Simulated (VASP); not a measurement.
Crystal: HPbNO4.

```
H Pb N O
1.0
     4.19923    0.11117    0.16817
     1.91600    3.89132    0.12568
     1.76085    1.25259    6.37266
H Pb N O
1 1 1 4
Direct
  0.89145 0.68202 0.62796
  0.14426 0.92872 0.88352
  0.25670 0.28861 0.30171
  0.83108 0.65056 0.78405
  0.38694 0.22380 0.11295
  0.31104 0.03576 0.45856
  0.07726 0.60633 0.32275
```

The cell was built by a generator and needn't be a form met in nature.

| Quantity | Value |
| --- | --- |
| Program | VASP 6.6.1 |
| Task | relaxation of cell and atoms |
| Functional | rev-vdW-DF2 |
| Potentials or basis | VASP PAW PBE potentials, release 64 (H, Pb_d, N, O) |
| Cutoff | 600 eV |
| k mesh | 7 × 7 × 5 |
| Occupations | fermi-dirac, width 0.05 eV |
| Spin | no spin polarisation |

At the start: pressure -0.8 GPa; volume 14.48 Å³/atom.

Where does the relaxation end?

Over 45 steps the energy falls by 5.9 meV/atom and the volume is 13.69 Å³/atom (-5.5 %); space group P1 (No. 1, to 0.05 Å).

The path:
```tsv
step	energy change (eV)	largest force (eV/Å)	pressure (GPa)	volume (Å³)
1	0.0000	0.5121	-0.75	101.39
3	-0.0095	0.1633	-1.85	101.00
5	-0.0296	0.2580	-0.15	97.32
7	-0.0313	0.1433	0.11	96.93
9	-0.0335	0.2709	0.14	96.66
11	-0.0358	0.1292	0.06	96.54
13	-0.0375	0.1063	-0.04	96.30
15	-0.0384	0.0692	-0.03	96.16
17	-0.0386	0.0946	-0.09	96.14
19	-0.0396	0.0706	-0.01	96.02
21	-0.0403	0.0364	0.04	95.86
23	-0.0405	0.0288	0.01	95.88
25	-0.0406	0.0489	0.00	95.91
27	-0.0409	0.0545	0.00	95.94
29	-0.0410	0.0128	-0.05	95.96
31	-0.0410	0.0334	-0.09	95.93
33	-0.0411	0.0345	-0.02	95.84
35	-0.0411	0.0368	0.01	95.81
37	-0.0412	0.0363	0.09	95.76
39	-0.0412	0.0195	0.05	95.77
41	-0.0412	0.0230	-0.02	95.81
43	-0.0413	0.0241	0.03	95.83
45	-0.0413	0.0096	0.01	95.82
```

Final structure:
```yaml
crystal:
  lattice:
    - [4.11822, 0.09943, 0.16916]
    - [1.87232, 3.76198, 0.10718]
    - [1.72824, 1.17811, 6.34039]
  atoms:
    - { symbol: H, position: [0.89503, 0.68244, 0.61928] }
    - { symbol: Pb, position: [0.13678, 0.94260, 0.88489] }
    - { symbol: N, position: [0.25712, 0.28513, 0.30523] }
    - { symbol: O, position: [0.83355, 0.65050, 0.77726] }
    - { symbol: O, position: [0.39420, 0.20998, 0.11552] }
    - { symbol: O, position: [0.31197, 0.02888, 0.46469] }
    - { symbol: O, position: [0.07008, 0.61629, 0.32462] }
```

Caveat: the standard files for N, O and F lose accuracy on very short bonds; the PAW data sets were made with another functional, which shifts forces and pressure a little.
